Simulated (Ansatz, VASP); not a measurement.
## One calculation of LaS, two programs

```
La S
1.0
     0.00000    2.92700    2.92700
     2.92700    0.00000    2.92700
     2.92700    2.92700    0.00000
La S
1 1
Cartesian
  0.0000 0.0000 0.0000
  2.9270 2.9270 2.9270
```

Alike in both runs: task single point; functional LDA; k mesh 7 × 7 × 7; occupations fermi-dirac, width 0.1 eV; no spin polarisation.

|  | VASP | Ansatz |
| --- | --- | --- |
| version | VASP 6.6.1 | Ansatz 0.2.0 |
| potentials or method | VASP PAW LDA potentials, release 64 (La, S) | plane waves, PAW |
| plane-wave cutoff (eV) | 520 | 420 |
| valence electrons in the cell | 17 | 17 |

|  | VASP | Ansatz | Ansatz less VASP |
| --- | --- | --- | --- |
| gap on the k mesh at the Fermi level (eV) | none | none | - |
| pressure (GPa) | -3.7 | -3.7 | +0.04 |

A gap of «none» marks a metal or a gap that the smearing closes.

Spin-orbit coupling is left out, which matters for the levels of La.
